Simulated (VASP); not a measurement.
VASP input:

**KPOINTS**
```
K-points
0
Gamma
6 6 6
0 0 0
```

### INCAR
```
! general
SYSTEM   = TlCl
PREC     = Accurate
ENCUT    = 520
LREAL    = F
LASPH    = T
ISYM     = 3

! electronic loop
EDIFF    = 1E-6
NELM     = 60
ALGO     = Normal
LMAXMIX  = 4

! smearing
ISMEAR   = 0
SIGMA    = 0.05

! functional
GGA      = PE
LHFCALC  = T
AEXX     = 0.25
HFRCUT   = -1
PRECFOCK = Fast

! ions
ISIF     = 2

! output
LWAVE    = F
LCHARG   = F
```

File POSCAR:
```
TlCl
1
    3.9334521509     0.0000000000     0.0000000000
    0.0000000000     3.9334521509     0.0000000000
    0.0000000000     0.0000000000     3.9334521509
Tl Cl
1 1
Direct
  0.0000000000   0.0000000000   0.0000000000
  0.5000000000   0.5000000000   0.5000000000
```

POTCAR, in this order: Tl_d Cl (PBE.64 set). Program: vasp_std. Read from the step before: WAVECAR.

Question: Write an equivalent input for Ansatz.

Answer: One equivalent input (not run):
Ansatz 0.2 input:
```yaml
crystal:
  lattice:
    - [3.9334522, 0.0000000, 0.0000000]
    - [0.0000000, 3.9334522, 0.0000000]
    - [0.0000000, 0.0000000, 3.9334522]
  atoms:
    - { symbol: Tl, position: [0.0000000, 0.0000000, 0.0000000] }
    - { symbol: Cl, position: [0.5000000, 0.5000000, 0.5000000] }
kpoints:
  mp_grid: { grid: [6, 6, 6] }
hamiltonian:
  xc: pbe0
  pseudopotentials: { kind: paw }
scf:
  occupations: { method: gaussian, width: 0.05 }
  max_iter: 60
output: { forces: true, stress: true, eigenvalues: true }
```
The two are equivalent in intent, not identical: each code has its own PAW files, so the cut-off isn't converted (ENCUT is set for VASP's; basis.ecutwfc is left out, and Ansatz then takes the one that its files recommend); Ansatz stops its SCF on the density residual and VASP on the energy change (EDIFF).

The compound is TlCl in the CsCl type structure. This cell is one point of a volume scan, at 1.03 of the reference volume.
